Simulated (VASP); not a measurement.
# A VASP study of TiPt3 (PBE): structure first, properties next, part 4 of 5

What structure does TiPt3 take at this level, and what are its properties? The start is a cell from a database of measured crystal structures.

VASP 6.6.1; PBE; plane waves and PAW (Ti_sv, Pt).

So far. Step 5 (Band structure (PBE)): There is no gap at this level. Step 6 (Total and projected DOS (PBE)): The finer mesh and the other smearing move the Fermi level by -0.00 eV from the 6×6×6 run, a small shift, which tests the Fermi level alone. Of the states within 0.3 eV of the Fermi level, the largest shares in the PAW spheres are Ti d 56 % and Pt d 29 %. The rest lies in smaller channels or between the spheres. The relaxed cell has a = 3.945 Å (conventional setting).

The database entry behind the starting cell is an old determination (1943), so it need not match the best structure at ambient conditions.

### Step 7. Zone-centre phonons (PBE)

Zone-centre modes test whether the atoms sit at a minimum within this cell. IBRION = 8 takes the force constants from linear response, which needs tightly converged orbitals.

INCAR reads:

```
SYSTEM = TiPt3
PREC = Accurate
ENCUT = 400
EDIFF = 1E-08
NELM = 100
ISMEAR = 1
SIGMA = 0.2
LREAL = .FALSE.
ALGO = Normal
GGA = PE
NBANDS = 27
LASPH = .TRUE.
LORBIT = 11
LWAVE = .FALSE.
LCHARG = .FALSE.
KPAR = 4
IBRION = 8
ISIF = 2
```

POSCAR reads:

```
TiPt3
1.0
    3.9446702305      0.0000000000      0.0000000000
    0.0000000000      3.9446702305      0.0000000000
    0.0000000000      0.0000000000      3.9446702305
Ti Pt
1 3
Direct
    0.0000000000      0.0000000000      0.0000000000
    0.0000000000      0.5000000000      0.5000000000
    0.5000000000      0.0000000000      0.5000000000
    0.5000000000      0.5000000000      0.0000000000
```

KPOINTS reads:

```
Automatic mesh
0
Gamma
10 10 10
0 0 0
```

PAW data sets: Ti_sv and Pt (PBE family, release 64).

Command:

```sh
$ mpirun -np 4 vasp_std
```

What it wrote:

```text
[... set-up lines as in an earlier step ...]
 entering main loop
       N       E                     dE             d eps       ncg     rms          rms(c)
DAV:   1     0.330194384728E+03    0.33019E+03   -0.18041E+04  3024   0.138E+03
DAV:   2    -0.606054707980E+01   -0.33625E+03   -0.32366E+03  3219   0.378E+02
DAV:   3    -0.319009555218E+02   -0.25840E+02   -0.24799E+02  3948   0.970E+01
DAV:   4    -0.327532602915E+02   -0.85230E+00   -0.84932E+00  3869   0.175E+01
DAV:   5    -0.327750569813E+02   -0.21797E-01   -0.21792E-01  3862   0.272E+00    0.207E+01
DAV:   6    -0.311236096492E+02    0.16514E+01   -0.17468E+01  3944   0.311E+01    0.150E+01
DAV:   7    -0.305079712367E+02    0.61564E+00   -0.25991E+01  4295   0.318E+01    0.101E+01
DAV:   8    -0.296840193289E+02    0.82395E+00   -0.10875E+00  3689   0.940E+00    0.433E+00
DAV:   9    -0.295917587094E+02    0.92261E-01   -0.13126E+00  4420   0.666E+00    0.221E+00
DAV:  10    -0.295467117398E+02    0.45047E-01   -0.20132E-01  4021   0.325E+00    0.375E-01
DAV:  11    -0.295486879977E+02   -0.19763E-02   -0.33938E-03  3768   0.443E-01    0.473E-01
DAV:  12    -0.295463619583E+02    0.23260E-02   -0.11484E-02  4404   0.672E-01    0.475E-02
DAV:  13    -0.295463535127E+02    0.84456E-05   -0.20811E-04  3522   0.106E-01    0.798E-03
DAV:  14    -0.295463541735E+02   -0.66084E-06   -0.73841E-06  3743   0.194E-02    0.825E-03
DAV:  15    -0.295463537539E+02    0.41961E-06   -0.47446E-06  3833   0.183E-02    0.162E-03
DAV:  16    -0.295463538874E+02   -0.13352E-06   -0.10894E-07  3554   0.294E-03    0.930E-04
DAV:  17    -0.295463538938E+02   -0.63646E-08   -0.19678E-08  2742   0.110E-03
   1 F= -.29546354E+02 E0= -.29552582E+02  d E =0.186851E-01
 Linear response reoptimize wavefunctions to high precision
DAV:   1    -0.295463538862E+02    0.76025E-08   -0.70366E-09  2791   0.458E-04
DAV:   2    -0.295463538863E+02   -0.12642E-09   -0.60840E-10  1764   0.179E-04
DAV:   3    -0.295463538863E+02   -0.36380E-11   -0.16374E-10  1758   0.770E-05
 Linear response DOF=           3
 Linear response progress:
  Degree of freedom:   1/  3
       N       E                     dE             d eps       ncg     rms          rms(c)
RMM:   1    -0.733922125917E+00   -0.73392E+00    0.19289E+01  7352   0.110E+02
RMM:   2    -0.695586021284E+00    0.38336E-01   -0.28334E-01 11493   0.336E+00    0.222E-01
RMM:   3    -0.694562467717E+00    0.10236E-02   -0.25398E-02 13008   0.678E-01    0.107E-01
RMM:   4    -0.695177637234E+00   -0.61517E-03   -0.17809E-02 14385   0.337E-01    0.283E-02
RMM:   5    -0.696152766876E+00   -0.97513E-03   -0.55202E-04 15065   0.960E-02    0.182E-02
RMM:   6    -0.696483626898E+00   -0.33086E-03   -0.14519E-04 14607   0.434E-02    0.121E-02
RMM:   7    -0.697009478319E+00   -0.52585E-03   -0.39071E-05 13172   0.263E-02    0.497E-03
RMM:   8    -0.696908018466E+00    0.10146E-03   -0.24643E-05 15598   0.126E-02    0.183E-03
RMM:   9    -0.696908838643E+00   -0.82018E-06   -0.13544E-05 15323   0.706E-03    0.411E-04
RMM:  10    -0.696898442920E+00    0.10396E-04   -0.10266E-05 16086   0.446E-03    0.224E-04
RMM:  11    -0.696902858737E+00   -0.44158E-05   -0.90478E-06 16347   0.315E-03    0.117E-04
RMM:  12    -0.696908143104E+00   -0.52844E-05   -0.77680E-06 15438   0.254E-03    0.840E-05
RMM:  13    -0.696906897930E+00    0.12452E-05   -0.70109E-06 16949   0.211E-03    0.383E-05
RMM:  14    -0.696906964661E+00   -0.66732E-07   -0.63888E-06 15782   0.184E-03    0.312E-05
RMM:  15    -0.696906076044E+00    0.88862E-06   -0.57862E-06 15322   0.166E-03    0.104E-05
RMM:  16    -0.696906377578E+00   -0.30153E-06   -0.54435E-06 16595   0.150E-03    0.116E-05
RMM:  17    -0.696906613383E+00   -0.23581E-06   -0.50669E-06 14498   0.138E-03    0.923E-06
RMM:  18    -0.696906519121E+00    0.94262E-07   -0.48257E-06 15619   0.127E-03    0.693E-06
RMM:  19    -0.696906518978E+00    0.14247E-09   -0.46683E-06 15295   0.118E-03    0.682E-06
RMM:  20    -0.696906456220E+00    0.62759E-07   -0.44983E-06 14671   0.111E-03    0.189E-05
RMM:  21    -0.696906392878E+00    0.63342E-07   -0.44695E-06 14543   0.104E-03    0.174E-05
RMM:  22    -0.696906386918E+00    0.59598E-08   -0.43955E-06 14868   0.980E-04    0.167E-05
RMM:  23    -0.696906356066E+00    0.30852E-07   -0.45164E-06 15810   0.923E-04    0.185E-05
 first order change of Fermi-energy   0.10408E-02
 force on displaced ion       1 direction 1 :  -3.887  -0.000   0.000
 Linear response progress:
  Degree of freedom:   2/  3
       N       E                     dE             d eps       ncg     rms          rms(c)
RMM:   1    -0.262957610422E+00   -0.26296E+00   -0.28435E-01 12509   0.263E+00
RMM:   2    -0.254471054083E+00    0.84866E-02   -0.20275E-02 13390   0.634E-01    0.111E-01
RMM:   3    -0.254141345676E+00    0.32971E-03   -0.86807E-04 13467   0.141E-01    0.654E-02
RMM:   4    -0.254099726882E+00    0.41619E-04   -0.70732E-04 13252   0.115E-01    0.178E-02
RMM:   5    -0.254106883817E+00   -0.71569E-05   -0.65794E-05 14130   0.358E-02    0.134E-02
RMM:   6    -0.254101873408E+00    0.50104E-05   -0.21408E-05 13779   0.199E-02    0.855E-03
RMM:   7    -0.254087165654E+00    0.14708E-04   -0.50472E-06 14451   0.965E-03    0.148E-03
RMM:   8    -0.254077232063E+00    0.99336E-05   -0.13431E-06 16242   0.409E-03    0.811E-04
RMM:   9    -0.254073922861E+00    0.33092E-05   -0.51037E-07 15875   0.155E-03    0.418E-04
RMM:  10    -0.254070421914E+00    0.35009E-05   -0.45756E-07 16434   0.764E-04    0.173E-04
RMM:  11    -0.254067898295E+00    0.25236E-05   -0.18504E-07 15647   0.461E-04    0.406E-05
RMM:  12    -0.254067952656E+00   -0.54362E-07   -0.19270E-07 17162   0.228E-04    0.218E-05
RMM:  13    -0.254068124307E+00   -0.17165E-06   -0.12981E-07 17360   0.127E-04    0.124E-05
RMM:  14    -0.254068252433E+00   -0.12813E-06   -0.65821E-08 15947   0.905E-05    0.719E-06
RMM:  15    -0.254068227084E+00    0.25349E-07   -0.65230E-09 16859   0.647E-05    0.221E-06
RMM:  16    -0.254068226090E+00    0.99390E-09   -0.22622E-08 17488   0.503E-05    0.158E-06
 first order change of Fermi-energy   0.14247E-02
 force on displaced ion       2 direction 1 : -12.966   0.000   0.000
 Linear response progress:
  Degree of freedom:   3/  3
       N       E                     dE             d eps       ncg     rms          rms(c)
RMM:   1    -0.260881183187E+00   -0.26088E+00   -0.25827E-01 23359   0.273E+00
RMM:   2    -0.255250227078E+00    0.56310E-02   -0.15594E-02 22299   0.600E-01    0.112E-01
RMM:   3    -0.255516617106E+00   -0.26639E-03   -0.12214E-03 24264   0.164E-01    0.691E-02
RMM:   4    -0.256103424104E+00   -0.58681E-03   -0.73457E-04 23315   0.128E-01    0.183E-02
RMM:   5    -0.256081102590E+00    0.22322E-04   -0.13298E-04 25469   0.442E-02    0.128E-02
RMM:   6    -0.256066779830E+00    0.14323E-04   -0.22772E-05 26732   0.167E-02    0.991E-03
RMM:   7    -0.256036775336E+00    0.30004E-04   -0.14443E-05 23741   0.171E-02    0.161E-03
RMM:   8    -0.256027275793E+00    0.94995E-05   -0.12587E-06 25756   0.548E-03    0.117E-03
RMM:   9    -0.256025908025E+00    0.13678E-05   -0.11234E-06 26849   0.280E-03    0.597E-04
RMM:  10    -0.256024125499E+00    0.17825E-05   -0.21218E-07 25884   0.166E-03    0.463E-04
RMM:  11    -0.256019515442E+00    0.46101E-05   -0.72547E-07 25407   0.101E-03    0.441E-05
RMM:  12    -0.256019123988E+00    0.39145E-06    0.80721E-08 29811   0.484E-04    0.240E-05
RMM:  13    -0.256019096681E+00    0.27307E-07   -0.25123E-07 29853   0.234E-04    0.162E-05
RMM:  14    -0.256019111715E+00   -0.15034E-07   -0.23981E-08 29723   0.141E-04    0.727E-06
RMM:  15    -0.256019114388E+00   -0.26737E-08   -0.43351E-08 29487   0.971E-05    0.443E-06
 first order change of Fermi-energy  -0.97287E-03
 force on displaced ion       2 direction 2 :   0.000  -7.205   0.000
 Linear response finished
```

The job ended after 5.4 min (4 MPI ranks of Intel Xeon Platinum 8375C at 2.90GHz (Ice Lake), shared host; peak memory 2.3 GiB; 21 min of CPU time).

From OUTCAR (step 7):

```text
   k-points           NKPTS =     56   k-points in BZ     NKDIM =     56   number of bands    NBANDS=     27

   NELECT =      42.0000    total number of electrons

  Total        0.0408417      0.0408417      0.0408417      0.0000000     -0.0000000      0.0000000
  in kB        1.0660604      1.0660604      1.0660604      0.0000000     -0.0000000      0.0000000
  external PRESSURE =       1.0660604 kB  Pullay stress =       0.0000000 kB

 Eigenvectors and eigenvalues of the dynamical matrix
 ----------------------------------------------------

   1 f  =    4.973753 THz    31.251012 2PiTHz  165.906542 cm-1    20.569780 meV
             X         Y         Z           dx          dy          dz
      0.000000  0.000000  0.000000     0.379552   -0.064320   -0.004051
      0.000000  1.972335  1.972335     0.674905    0.073127    0.004606
      1.972335  0.000000  1.972335    -0.431521   -0.114371    0.004606
      1.972335  1.972335  0.000000    -0.431521    0.073127   -0.007204

   2 f  =    4.973753 THz    31.251012 2PiTHz  165.906542 cm-1    20.569780 meV
             X         Y         Z           dx          dy          dz
      0.000000  0.000000  0.000000    -0.001219   -0.031364    0.383703
      0.000000  1.972335  1.972335    -0.002168    0.035659   -0.436240
      1.972335  0.000000  1.972335     0.001386   -0.055771   -0.436240
      1.972335  1.972335  0.000000     0.001386    0.035659    0.682286

   3 f  =    4.973753 THz    31.251012 2PiTHz  165.906542 cm-1    20.569780 meV
             X         Y         Z           dx          dy          dz
      0.000000  0.000000  0.000000     0.064436    0.378276    0.031125
      0.000000  1.972335  1.972335     0.114578   -0.430070   -0.035387
      1.972335  0.000000  1.972335    -0.073259    0.672635   -0.035387
      1.972335  1.972335  0.000000    -0.073259   -0.430070    0.055346

   4 f  =    4.564875 THz    28.681958 2PiTHz  152.267853 cm-1    18.878799 meV
             X         Y         Z           dx          dy          dz
      0.000000  0.000000  0.000000     0.002589    0.006455    0.880963
      0.000000  1.972335  1.972335    -0.001388    0.000132    0.017986
      1.972335  0.000000  1.972335     0.000053   -0.003462    0.017986
      1.972335  1.972335  0.000000     0.000053    0.000132   -0.472435

   5 f  =    4.564875 THz    28.681958 2PiTHz  152.267853 cm-1    18.878799 meV
             X         Y         Z           dx          dy          dz
      0.000000  0.000000  0.000000    -0.788313    0.393327   -0.000565
      0.000000  1.972335  1.972335     0.422749    0.008030   -0.000012
      1.972335  0.000000  1.972335    -0.016095   -0.210930   -0.000012
      1.972335  1.972335  0.000000    -0.016095    0.008030    0.000303

   6 f  =    4.564875 THz    28.681958 2PiTHz  152.267853 cm-1    18.878799 meV
             X         Y         Z           dx          dy          dz
      0.000000  0.000000  0.000000    -0.393319   -0.788287    0.006932
      0.000000  1.972335  1.972335     0.210926   -0.016094    0.000142
      1.972335  0.000000  1.972335    -0.008030    0.422735    0.000142
      1.972335  1.972335  0.000000    -0.008030   -0.016094   -0.003717

   7 f  =    2.926115 THz    18.385321 2PiTHz   97.604679 cm-1    12.101432 meV
             X         Y         Z           dx          dy          dz
      0.000000  0.000000  0.000000     0.000000   -0.000000   -0.000000
      0.000000  1.972335  1.972335     0.000000   -0.218356   -0.017173
      1.972335  0.000000  1.972335    -0.672329   -0.000000    0.017173
      1.972335  1.972335  0.000000     0.672329    0.218356   -0.000000

   8 f  =    2.926115 THz    18.385321 2PiTHz   97.604679 cm-1    12.101432 meV
             X         Y         Z           dx          dy          dz
      0.000000  0.000000  0.000000    -0.000000    0.000000    0.000000
      0.000000  1.972335  1.972335     0.000000    0.028289   -0.706485
      1.972335  0.000000  1.972335     0.008858    0.000000    0.706485
      1.972335  1.972335  0.000000    -0.008858   -0.028289    0.000000

   9 f  =    2.926115 THz    18.385321 2PiTHz   97.604679 cm-1    12.101432 meV
             X         Y         Z           dx          dy          dz
      0.000000  0.000000  0.000000     0.000000    0.000000    0.000000
      0.000000  1.972335  1.972335     0.000000    0.671953    0.024163
      1.972335  0.000000  1.972335    -0.218851    0.000000   -0.024163
      1.972335  1.972335  0.000000     0.218851   -0.671953    0.000000

  10 f/i=    0.000285 THz     0.001793 2PiTHz    0.009519 cm-1     0.001180 meV
             X         Y         Z           dx          dy          dz
      0.000000  0.000000  0.000000    -0.005234   -0.057884    0.268821
      0.000000  1.972335  1.972335    -0.010565   -0.116821    0.542530
      1.972335  0.000000  1.972335    -0.010564   -0.116833    0.542530
      1.972335  1.972335  0.000000    -0.010564   -0.116821    0.542587

  11 f/i=    0.000285 THz     0.001793 2PiTHz    0.009519 cm-1     0.001180 meV
             X         Y         Z           dx          dy          dz
      0.000000  0.000000  0.000000     0.213154    0.169010    0.040543
      0.000000  1.972335  1.972335     0.430229    0.341093    0.081823
      1.972335  0.000000  1.972335     0.430184    0.341129    0.081823
      1.972335  1.972335  0.000000     0.430184    0.341093    0.081831

  12 f/i=    0.000285 THz     0.001793 2PiTHz    0.009519 cm-1     0.001180 meV
             X         Y         Z           dx          dy          dz
      0.000000  0.000000  0.000000    -0.173726    0.209111    0.041645
      0.000000  1.972335  1.972335    -0.350648    0.422026    0.084047
      1.972335  0.000000  1.972335    -0.350611    0.422070    0.084047
      1.972335  1.972335  0.000000    -0.350611    0.422026    0.084055

 ELASTIC MODULI CONTR FROM IONIC RELAXATION (kBar)
 Direction    XX          YY          ZZ          XY          YZ          ZX
 --------------------------------------------------------------------------------
 XX           0.0000      0.0000      0.0000      0.0000      0.0000      0.0000
 YY           0.0000      0.0000      0.0000      0.0000      0.0000      0.0000
 ZZ           0.0000      0.0000      0.0000      0.0000      0.0000      0.0000
 XY           0.0000      0.0000      0.0000      0.0000      0.0000      0.0000
 YZ           0.0000      0.0000      0.0000      0.0000      0.0000      0.0000
 ZX           0.0000      0.0000      0.0000      0.0000      0.0000      0.0000
 --------------------------------------------------------------------------------

[... 7 parts as in an earlier step ...]

[... 4 further parts left out ...]
```

Energies printed during the response cycles are not total energies of the cell.

Numbers from this step:

```yaml
bands: 27
irreducible_k_points: 56
pressure_of_the_cell: 0.1066 GPa
largest_force_of_the_cell: 0 eV/Å
fermi_energy: 11.26 eV
```

Modes at Γ, with each element's share of the kinetic energy:

| mode | frequency (cm⁻¹) | symmetry | Ti % | Pt % |
| --- | --- | --- | --- | --- |
| 1 | 0.0 | acoustic | 8 | 92 |
| 2 | 0.0 | acoustic | 8 | 92 |
| 3 | 0.0 | acoustic | 8 | 92 |
| 4 | 97.6 | T2u | 0 | 100 |
| 5 | 97.6 | T2u | 0 | 100 |
| 6 | 97.6 | T2u | 0 | 100 |
| 7 | 152.3 | T1u | 78 | 22 |
| 8 | 152.3 | T1u | 78 | 22 |
| 9 | 152.3 | T1u | 78 | 22 |
| 10 | 165.9 | T1u | 15 | 85 |
| 11 | 165.9 | T1u | 15 | 85 |
| 12 | 165.9 | T1u | 15 | 85 |

Displacements in mode 5 (97.6 cm⁻¹), the largest set to 1:
```
Ti1  0.00  0.00  0.00
Pt2  0.00  0.04 -1.00
Pt3  0.01  0.00  1.00
Pt4 -0.01 -0.04  0.00
```

Displacements in mode 10 (165.9 cm⁻¹), the largest set to 1:
```
Ti1  0.17  1.00  0.08
Pt2  0.15 -0.56 -0.05
Pt3 -0.10  0.88 -0.05
Pt4 -0.10 -0.56  0.07
```

The three acoustic modes come out at zero, and all others are real. By the characters of their eigenvectors the optical modes sort into (cm⁻¹) infrared active: T1u 152, T1u 166; silent: T2u 98.

(Part 4 of 5 ends here.)

[Lines on the potential files, build, host, timing and source positions are cut from VASP's logs without a mark.]

[Logs are printed without paths, hosts, clocks, repeated set-up lines and the standing remarks that a program may print on its own settings, such as how far it seeks lower states.]

[Hosts, paths, dates, database ids (printed as entryN), source tags and the programs' standing remarks are cut or masked in the printed files.]

[A measured line is paired with the nearest computed mode of its activity, which favours agreement.]

[In band tables of VASP the shares of atoms and orbitals are scaled to a sum of 1 inside the atoms' spheres.]
